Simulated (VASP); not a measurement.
Consider the following.

```xyz
4
Lattice="4.5703 0.0000 0.0000 -2.2851 3.9580 0.0000 0.0000 0.0000 7.3871" Properties=species:S:1:pos:R:3 pbc="T T T"
Mg     0.0000     2.6387     0.0242
Mg     2.2851     1.3193     3.7178
Te     0.0000     2.6387     2.8198
Te     2.2851     1.3193     6.5134
```

These are PBEsol GGA with spin-orbit coupling, VASP's PBE PAW potentials (set 64) (plane waves; VASP) values and carry that method's errors. Settings: 400 eV cut-off, 5×5×3 Γ-centred mesh, Gaussian smearing of 0.050 eV, potentials Mg Te.

Give the energies of bands 7 to 20 at the high-symmetry points, in eV from the valence-band maximum.

```json
[
 {"band": "7", "Γ": "-1.05", "M": "-3.00", "K": "-2.82", "A": "-2.36", "L": "-3.54", "H": "-3.22"},
 {"band": "8", "Γ": "-1.05", "M": "-3.00", "K": "-2.82", "A": "-2.36", "L": "-3.54", "H": "-3.22"},
 {"band": "9", "Γ": "-0.85", "M": "-2.29", "K": "-2.71", "A": "-0.80", "L": "-1.40", "H": "-2.47"},
 {"band": "10", "Γ": "-0.85", "M": "-2.29", "K": "-2.71", "A": "-0.80", "L": "-1.40", "H": "-2.47"},
 {"band": "11", "Γ": "-0.57", "M": "-1.51", "K": "-1.83", "A": "-0.80", "L": "-1.40", "H": "-2.11"},
 {"band": "12", "Γ": "-0.57", "M": "-1.51", "K": "-1.83", "A": "-0.80", "L": "-1.40", "H": "-2.11"},
 {"band": "13", "Γ": "-0.04", "M": "-1.36", "K": "-1.82", "A": "-0.32", "L": "-0.97", "H": "-0.94"},
 {"band": "14", "Γ": "-0.04", "M": "-1.36", "K": "-1.59", "A": "-0.32", "L": "-0.97", "H": "-0.94"},
 {"band": "15", "Γ": "0.00", "M": "-0.67", "K": "-1.51", "A": "-0.32", "L": "-0.97", "H": "-0.81"},
 {"band": "16", "Γ": "0.00", "M": "-0.67", "K": "-1.51", "A": "-0.32", "L": "-0.97", "H": "-0.81"},
 {"band": "17", "Γ": "2.11", "M": "2.77", "K": "3.15", "A": "3.10", "L": "2.86", "H": "3.56"},
 {"band": "18", "Γ": "2.11", "M": "2.77", "K": "3.15", "A": "3.10", "L": "2.86", "H": "3.56"},
 {"band": "19", "Γ": "2.60", "M": "3.52", "K": "5.15", "A": "3.10", "L": "2.86", "H": "3.58"},
 {"band": "20", "Γ": "2.60", "M": "3.52", "K": "5.47", "A": "3.10", "L": "2.86", "H": "3.58"}
]
```

The gap is direct, 2.11 eV, from the valence maximum at Γ to the conduction minimum at Γ.

The structure comes from a measured MgTe entry (P6_3mc) of the Crystallography Open Database, whose conditions weren't checked. It was relaxed first.
